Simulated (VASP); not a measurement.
# Lattice vibrations of CuSnF6

Wanted: whether CuSnF6 is dynamically stable, and its vibrational spectrum. The start is a cell from a database of measured crystal structures.

Calculated with VASP 6.6.1; LDA, no spin polarisation; plane waves and PAW (Sn, Cu, F).

**1. The structure**

The structure is trigonal, space group R-3 (No. 148). Conventional cell: a = 5.130 Å, b = 5.130 Å, c = 13.820 Å, α = 90.00°, β = 90.00°, γ = 120.00°. Nearest to Sn lie 6 F at 1.96 Å. Nearest to Cu lie 6 F at 2.33 Å. Nearest to F lie 1 Sn at 1.96 Å and 1 Cu at 2.33 Å. Farther neighbours and most contacts between anions are not listed.

**2. Relax the host**

The later steps need the crystal at this functional's own lattice; a raised cutoff keeps the stress reliable while the cell changes.

INCAR

```
SYSTEM = CuSnF6
PREC = Accurate
ENCUT = 520
EDIFF = 1E-06
NELM = 120
ISMEAR = 0
SIGMA = 0.05
LREAL = .FALSE.
ALGO = Normal
GGA = CA
NBANDS = 36
LASPH = .TRUE.
LORBIT = 11
LWAVE = .FALSE.
LCHARG = .FALSE.
KPAR = 4
IBRION = 2
NSW = 40
ISIF = 3
EDIFFG = -0.02
POTIM = 0.4
```

POSCAR

```
CuSnF6
1.0
    2.5650000000      1.4809034405      4.6066666667
   -2.5650000000      1.4809034405      4.6066666667
    0.0000000000     -2.9618068809      4.6066666667
Sn Cu F
1 1 6
Direct
    0.0000000000      0.0000000000      0.0000000000
    0.5000000000      0.5000000000      0.5000000000
    0.1910000000      0.9810000000      0.5790000000
    0.9810000000      0.5790000000      0.1910000000
    0.5790000000      0.1910000000      0.9810000000
    0.8090000000      0.0190000000      0.4210000000
    0.0190000000      0.4210000000      0.8090000000
    0.4210000000      0.8090000000      0.0190000000
```

KPOINTS

```
Automatic mesh
0
Gamma
5 5 5
0 0 0
```

PAW data sets: Sn, Cu and F (LDA family, release 64).

On the command line:

```sh
mpirun -np 4 vasp_std
```

Log:

```text
[banner, memory and clock lines left out]
running    4 mpi-ranks, on    1 nodes
 distrk:  each k-point on    1 cores,    4 groups
 distr:  one band on    1 cores,    1 groups

 POSCAR found type information on POSCAR SnCuF
 POSCAR found :  3 types and       8 ions
 LDA part: xc-table for (Slater(with rela. corr.)+CA(PZ))
 , standard interpolation
 POSCAR, INCAR and KPOINTS ok, starting setup
 FFT: planning ... GRIDC
 FFT: planning ... GRID_SOFT
 FFT: planning ... GRID
 WAVECAR not read
 entering main loop
       N       E                     dE             d eps       ncg     rms          rms(c)
DAV:   1     0.670306628330E+03    0.67031E+03   -0.28690E+04  1664   0.175E+03
DAV:   2     0.283077934585E+02   -0.64200E+03   -0.61070E+03  2000   0.471E+02
DAV:   3    -0.425152688142E+02   -0.70823E+02   -0.69684E+02  2056   0.169E+02
DAV:   4    -0.450463286629E+02   -0.25311E+01   -0.25126E+01  2068   0.328E+01
DAV:   5    -0.451268344749E+02   -0.80506E-01   -0.80403E-01  2056   0.552E+00    0.171E+01
DAV:   6    -0.407373913357E+02    0.43894E+01   -0.60206E+01  2352   0.693E+01    0.137E+01
DAV:   7    -0.379192340453E+02    0.28182E+01   -0.11209E+01  1944   0.979E+01    0.501E+00
DAV:   8    -0.374550338087E+02    0.46420E+00   -0.13983E+00  2560   0.178E+01    0.218E+00
DAV:   9    -0.373770672801E+02    0.77967E-01   -0.18634E-01  2528   0.457E+00    0.845E-01
DAV:  10    -0.373775648397E+02   -0.49756E-03   -0.76712E-02  2360   0.856E+00    0.728E-01
DAV:  11    -0.373704664502E+02    0.70984E-02   -0.22530E-02  2424   0.490E+00    0.195E-01
DAV:  12    -0.373700028211E+02    0.46363E-03   -0.26757E-03  2560   0.117E+00    0.479E-02
DAV:  13    -0.373700153596E+02   -0.12539E-04   -0.21660E-04  2316   0.115E-01    0.406E-02
DAV:  14    -0.373699996479E+02    0.15712E-04   -0.12929E-05  2516   0.103E-01    0.204E-02
DAV:  15    -0.373699941038E+02    0.55442E-05   -0.14900E-05  1788   0.125E-01    0.291E-03
DAV:  16    -0.373699941495E+02   -0.45764E-07   -0.28455E-06  1328   0.161E-02
   1 F= -.37369994E+02 E0= -.37354053E+02  d E =-.373700E+02
 curvature:   0.00 expect dE= 0.000E+00 dE for cont linesearch  0.000E+00
 trial: gam= 0.00000 g(F)=  0.464E+00 g(S)=  0.317E+00 ort = 0.000E+00 (trialstep = 0.100E+01)
 search vector abs. value=  0.781E+00
 bond charge predicted
       N       E                     dE             d eps       ncg     rms          rms(c)
DAV:   1    -0.405531529479E+02   -0.31832E+01   -0.18259E+02  1844   0.113E+02    0.135E+01
DAV:   2    -0.383367401976E+02    0.22164E+01   -0.17265E+01  2204   0.459E+01    0.314E+00
DAV:   3    -0.382990234688E+02    0.37717E-01   -0.18798E+00  2220   0.469E+01    0.331E+00
DAV:   4    -0.381336722958E+02    0.16535E+00   -0.30173E-01  2340   0.138E+01    0.129E+00
DAV:   5    -0.381064096835E+02    0.27263E-01   -0.10970E-01  2576   0.617E+00    0.583E-01
DAV:   6    -0.381019275982E+02    0.44821E-02   -0.27372E-02  2540   0.428E+00    0.170E-01
DAV:   7    -0.381017741640E+02    0.15343E-03   -0.36663E-03  2552   0.604E-01    0.903E-02
DAV:   8    -0.381017201322E+02    0.54032E-04   -0.38534E-04  2340   0.206E-01    0.630E-02
DAV:   9    -0.381016692578E+02    0.50874E-04   -0.19996E-04  2260   0.481E-01    0.125E-02
DAV:  10    -0.381016693849E+02   -0.12714E-06   -0.32346E-05  2204   0.785E-02    0.401E-03
DAV:  11    -0.381016692256E+02    0.15933E-06   -0.99811E-07  1196   0.199E-02
   2 F= -.38101669E+02 E0= -.38084984E+02  d E =-.731675E+00
[... from here on, the cycles between the ionic steps are left out ...]
   3 F= -.38758173E+02 E0= -.38747715E+02  d E =-.138818E+01
   4 F= -.38900893E+02 E0= -.38887217E+02  d E =-.153090E+01
   5 F= -.38948802E+02 E0= -.38936380E+02  d E =-.157881E+01
   6 F= -.39261039E+02 E0= -.39249963E+02  d E =-.312238E+00
   7 F= -.39273648E+02 E0= -.39262855E+02  d E =-.324847E+00
   8 F= -.39376763E+02 E0= -.39365693E+02  d E =-.103115E+00
   9 F= -.39432325E+02 E0= -.39420780E+02  d E =-.158677E+00
  10 F= -.39497995E+02 E0= -.39486678E+02  d E =-.656697E-01
  11 F= -.39541070E+02 E0= -.39530166E+02  d E =-.108745E+00
  12 F= -.39595789E+02 E0= -.39585313E+02  d E =-.547196E-01
  13 F= -.39632250E+02 E0= -.39622413E+02  d E =-.911799E-01
  14 F= -.39638737E+02 E0= -.39629168E+02  d E =-.648707E-02
  15 F= -.39638739E+02 E0= -.39629178E+02  d E =-.648901E-02
  16 F= -.39645393E+02 E0= -.39635925E+02  d E =-.665459E-02
  17 F= -.39650676E+02 E0= -.39641408E+02  d E =-.119379E-01
  18 F= -.39653413E+02 E0= -.39644267E+02  d E =-.273654E-02
  19 F= -.39653909E+02 E0= -.39644840E+02  d E =-.323242E-02
  20 F= -.39655575E+02 E0= -.39646627E+02  d E =-.166561E-02
  21 F= -.39655590E+02 E0= -.39646660E+02  d E =-.168080E-02
  22 F= -.39657450E+02 E0= -.39648545E+02  d E =-.186021E-02
  23 F= -.39658159E+02 E0= -.39649274E+02  d E =-.256892E-02
  24 F= -.39658246E+02 E0= -.39649371E+02  d E =-.265641E-02
  25 F= -.39658364E+02 E0= -.39649487E+02  d E =-.118342E-03
 trial-energy change:   -0.000118  1 .order   -0.000108   -0.000462    0.000247
 step:   1.0639(harm=  1.0325)  dis= 0.00109  next Energy=   -39.658405 (dE=-0.158E-03)
 bond charge predicted
       N       E                     dE             d eps       ncg     rms          rms(c)
DAV:   1    -0.396585033884E+02   -0.13890E-03   -0.18690E-02  1696   0.108E+00    0.955E-02
DAV:   2    -0.396584212160E+02    0.82172E-04   -0.89032E-04  2560   0.344E-01    0.313E-02
DAV:   3    -0.396584095321E+02    0.11684E-04   -0.30948E-05  2328   0.110E-01    0.163E-02
DAV:   4    -0.396584057445E+02    0.37877E-05   -0.57091E-06  1340   0.750E-02    0.709E-03
DAV:   5    -0.396584047734E+02    0.97106E-06   -0.26382E-06  1208   0.268E-02
  26 F= -.39658405E+02 E0= -.39649528E+02  d E =-.158672E-03
 curvature:  -0.58 expect dE=-0.486E-04 dE for cont linesearch -0.899E-06
 trial: gam= 0.36648 g(F)=  0.236E-04 g(S)=  0.607E-04 ort =-0.226E-04 (trialstep = 0.148E+01)
 search vector abs. value=  0.112E-03
 reached required accuracy - stopping structural energy minimisation
```

Wall time 3.9 min (4 MPI ranks of Intel Xeon 6975P-C (Granite Rapids), shared host); peak memory 1.2 GiB.

Lines that name or quote the potential files are left out of all logs, and their timing lines are given in words.

From OUTCAR (step 2):

```text
ion  position               nearest neighbor table
   1  0.000  0.000  0.000-   3 1.96   6 1.96   5 1.96   8 1.96   7 1.96   4 1.96
   2  0.500  0.500  0.500-   5 2.33   8 2.33   6 2.33   3 2.33   7 2.33   4 2.33
   3  0.191  0.981  0.579-   1 1.96   2 2.33
   4  0.981  0.579  0.191-   1 1.96   2 2.33
   5  0.579  0.191  0.981-   1 1.96   2 2.33
   6  0.809  0.019  0.421-   1 1.96   2 2.33
   7  0.019  0.421  0.809-   1 1.96   2 2.33
   8  0.421  0.809  0.019-   1 1.96   2 2.33

  LATTYP: Found a trigonal (rhomboedric) cell.
 ALAT       =     5.4766484074
 COS(alpha) =     0.5612925465

 Subroutine GETGRP returns: Found  6 space group operations
 (whereof  6 operations were pure point group operations)

The static configuration has the point symmetry S_6 .

 Found     23 irreducible k-points:

   k-points           NKPTS =     23   k-points in BZ     NKDIM =     23   number of bands    NBANDS=     36

   dimension x,y,z NGX =    42 NGY =   42 NGZ =   42
   dimension x,y,z NGXF=    84 NGYF=   84 NGZF=   84

   ENCUT  =  520.0 eV  38.22 Ry    6.18 a.u.  10.18 10.18 10.18*2*pi/ulx,y,z

   NELECT =      57.0000    total number of electrons

 k-points in reciprocal lattice and weights: Automatic mesh
   0.00000000  0.00000000  0.00000000       0.008
   0.20000000  0.00000000  0.00000000       0.048
   0.40000000  0.00000000  0.00000000       0.048
   0.20000000  0.20000000  0.00000000       0.048
   0.40000000  0.20000000  0.00000000       0.048
  -0.40000000  0.00000000 -0.20000000       0.048
  -0.40000000  0.20000000  0.00000000       0.048
   0.40000000  0.00000000 -0.20000000       0.048
  -0.20000000  0.20000000  0.00000000       0.048
[...]
0.40000000  0.40000000  0.40000000       0.016
  -0.40000000  0.40000000  0.40000000       0.048

 average (electrostatic) potential at core
       1 -48.1509       2 -70.3682       3 -77.6259       4 -77.6259       5 -77.6259
       6 -77.6259       7 -77.6259       8 -77.6259

 E-fermi :   0.7355

 k-point     1 :       0.0000    0.0000    0.0000
  band No.  band energies     occupation
    ...
     23      -1.9211      2.00000
     24      -1.9211      2.00000
     25      -0.3893      2.00000
     26      -0.3570      2.00000
     27      -0.3570      2.00000
     28       0.8377      0.00385
     29       0.8377      0.00385
     30       3.0217      0.00000
     31       9.1849      0.00000
     32       9.5838      0.00000
    ...

 k-point     2 :       0.2000    0.0000    0.0000
  band No.  band energies     occupation
    ...
     24      -1.8750      2.00000
     25      -0.3965      2.00000
     26      -0.3845      2.00000
     27      -0.3379      2.00000
     28       0.7446      0.79783
     29       0.7840      0.16984
     30       3.5578      0.00000
     31       8.6332      0.00000
     32       9.5768      0.00000
     33       9.9198      0.00000
    ...

 k-point     3 :       0.4000    0.0000    0.0000
  band No.  band energies     occupation
    ...
     25      -0.4858      2.00000
     26      -0.4037      2.00000
     27      -0.2989      2.00000
     28       0.5841      1.99998
     29       0.7161      1.41610
     30       4.4699      0.00000
     31       7.7332      0.00000
     32       9.5694      0.00000
     33      10.2416      0.00000
     34      10.9263      0.00000
    ...

  Total       -0.0429136     -0.0429136     -0.0943629     -0.0000000     -0.0000000     -0.0000000
  in kB       -0.7052680     -0.7052680     -1.5508176     -0.0000004     -0.0000000     -0.0000000
  external PRESSURE =      -0.9871179 kB  Pullay stress =       0.0000000 kB

  energy-cutoff  :      520.00
  volume of cell :       97.49
      direct lattice vectors                 reciprocal lattice vectors
     2.471736228  1.427057582  4.606345125     0.202286957  0.116790429  0.072363951
    -2.471736233  1.427057574  4.606345125    -0.202286957  0.116790429  0.072363951
     0.000000005 -2.854115156  4.606345125     0.000000000 -0.233580858  0.072363951

 POSITION                                       TOTAL-FORCE (eV/Angst)
 -----------------------------------------------------------------------------------
      0.00000      0.00000      0.00000         0.000000     -0.000000     -0.000000
     -0.00000      0.00000      6.90952         0.000000     -0.000000     -0.000000
     -1.58938     -0.08180      8.06340         0.005628     -0.002444      0.008026
      0.72385      1.41735      8.06340        -0.004931     -0.003652      0.008026
      0.86553     -1.33555      8.06340        -0.000698      0.006096      0.008026
      1.58938      0.08180      5.75563        -0.005628      0.002444     -0.008026
     -0.72385     -1.41735      5.75563         0.004931      0.003652     -0.008026
     -0.86553      1.33555      5.75563         0.000698     -0.006096     -0.008026
 -----------------------------------------------------------------------------------
    total drift:                                0.000000      0.000000     -0.000000

  FREE ENERGIE OF THE ION-ELECTRON SYSTEM (eV)
  ---------------------------------------------------
  free  energy   TOTEN  =       -39.6584047734 eV

  energy  without entropy=      -39.6406514009  energy(sigma->0) =      -39.64952809

 reached required accuracy - stopping structural energy minimisation

 total charge
# of ion       s       p       d       tot
------------------------------------------
    1        1.060   1.730   0.859   3.649
    2        0.287   0.359   9.082   9.728
    3        1.730   4.334   0.000   6.063
    4        1.730   4.334   0.000   6.063
    5        1.730   4.334   0.000   6.063
    6        1.730   4.334   0.000   6.063
    7        1.730   4.334   0.000   6.063
    8        1.730   4.334   0.000   6.063
--------------------------------------------------
tot         11.725  28.090   9.941  49.756

[... 3 further parts left out ...]
```

CONTCAR:

```
CuSnF6
   1.00000000000000
     2.4717362279850961    1.4270575821147369    4.6063451254244443
    -2.4717362327430190    1.4270575738737732    4.6063451254244443
     0.0000000047579229   -2.8541151558929028    4.6063451254247596
  Sn              Cu              F
     1     1     6
Direct
     0.0000000000000000    0.0000000000000000    0.0000000000000000
     0.5000000000000000    0.5000000000000000    0.5000000000000000
     0.2524349578713672    0.8954574568461875    0.6026066921241527
     0.8954574568461883    0.6026066921241471    0.2524349578713709
     0.6026066921241463    0.2524349578713673    0.8954574568461922
     0.7475650421286327    0.1045425431538127    0.3973933078758471
     0.1045425431538119    0.3973933078758530    0.7475650421286288
     0.3973933078758536    0.7475650421286327    0.1045425431538079
```

This run has no spin polarisation, so a moment on Cu, if there is one, isn't seen. Its electron count is odd, so without a moment it is a metal by construction. The k-mesh is coarse for a metal. Oxides and halides of Cu are often magnetic insulators, and a metal at this level, without U or exact exchange, may be an artefact, though some of them are metals in fact. The data set Sn keeps the semicore shell frozen, which is cheaper and a little less accurate. The run keeps the 6 symmetry operations of its start, so it cannot find a distortion of lower symmetry.

The steps of the relaxation (22 of 26):

```
step  energy less that of the first step (eV)  largest force (eV/Å)  pressure (GPa)  volume (Å³)
   1                                   0.0000                1.4156           -6.76       104.99
   2                                  -0.7317                1.5732           -3.59        98.40
   3                                  -1.3882                1.0681           21.57        80.20
   5                                  -1.5788                1.4346           11.20        84.93
   6                                  -1.8910                0.5271            7.09        85.30
   7                                  -1.9037                0.5871            6.44        85.39
   8                                  -2.0068                0.5636            2.57        87.63
   9                                  -2.0623                0.6110           -2.72        91.36
  11                                  -2.1711                0.5430            0.82        91.97
  12                                  -2.2258                0.3311            0.22        92.74
  13                                  -2.2623                0.1896           -0.62        94.09
  14                                  -2.2687                0.0909            0.95        93.78
  15                                  -2.2687                0.0884            0.96        93.77
  16                                  -2.2754                0.0672            0.63        94.55
  18                                  -2.2834                0.0289           -0.25        96.49
  19                                  -2.2839                0.0644           -0.33        96.68
  20                                  -2.2856                0.0333            0.41        96.54
  21                                  -2.2856                0.0336            0.49        96.52
  22                                  -2.2875                0.0170            0.27        96.93
  24                                  -2.2883                0.0322            0.07        97.40
  25                                  -2.2884                0.0217           -0.17        97.53
  26                                  -2.2884                0.0101           -0.10        97.49
```

```
conventional cell, symmetrised  before   after  change
                         a (Å)   5.130   4.943  -3.6 %
                         b (Å)   5.130   4.943  -3.6 %
                         c (Å)  13.820  13.819  -0.0 %
              volume (Å³/atom)   13.12   12.19  -7.1 %
```

The atoms that moved most (Å, as changes of fractional coordinates times the final cell):

```
atom      dx      dy      dz  length
  F7   0.270   0.264   0.002   0.377
  F4  -0.270  -0.264  -0.002   0.377
  F8   0.094  -0.366   0.002   0.377
  F5  -0.094   0.366  -0.002   0.377
  F6  -0.363   0.102   0.002   0.377
  F3   0.363  -0.102  -0.002   0.377
```

The relaxed structure:

```cif
data_structure
_symmetry_space_group_name_H-M 'P 1'
_symmetry_Int_Tables_number 1
_cell_length_a 5.4189
_cell_length_b 5.4189
_cell_length_c 5.4189
_cell_angle_alpha 54.276
_cell_angle_beta 54.276
_cell_angle_gamma 54.276
_cell_volume 97.49
loop_
_atom_site_label
_atom_site_type_symbol
_atom_site_fract_x
_atom_site_fract_y
_atom_site_fract_z
_atom_site_occupancy
Sn1 Sn 0.00000 0.00000 0.00000 1
Cu2 Cu 0.50000 0.50000 0.50000 1
F3 F 0.25243 0.89546 0.60261 1
F4 F 0.89546 0.60261 0.25243 1
F5 F 0.60261 0.25243 0.89546 1
F6 F 0.74757 0.10454 0.39739 1
F7 F 0.10454 0.39739 0.74757 1
F8 F 0.39739 0.74757 0.10454 1
```

Numbers from this step:

```yaml
electronic_cycles: 205
electrons: 57
free_energy_toten: -39.66 eV
energy_at_zero_smearing: -39.65 eV
fermi_energy: 0.7355 eV
pressure: -0.09871 GPa
labelled_metallic_from_the_levels_on_this_mesh: yes
```

The run ended after 26 ionic steps, 2.288 eV below its first step, once forces and stress met EDIFFG = -0.02.

[end of part 1 of 4]

[Lines on the potential files, build, host, timing and source positions are cut from VASP's logs without a mark.]

[Logs are printed without paths, hosts, clocks, repeated set-up lines and the standing remarks that a program may print on its own settings, such as how far it seeks lower states.]

[Hosts, paths, dates, database ids (printed as entryN), source tags and the programs' standing remarks are cut or masked in the printed files.]

[Runs that stopped without an error message from VASP are left out.]
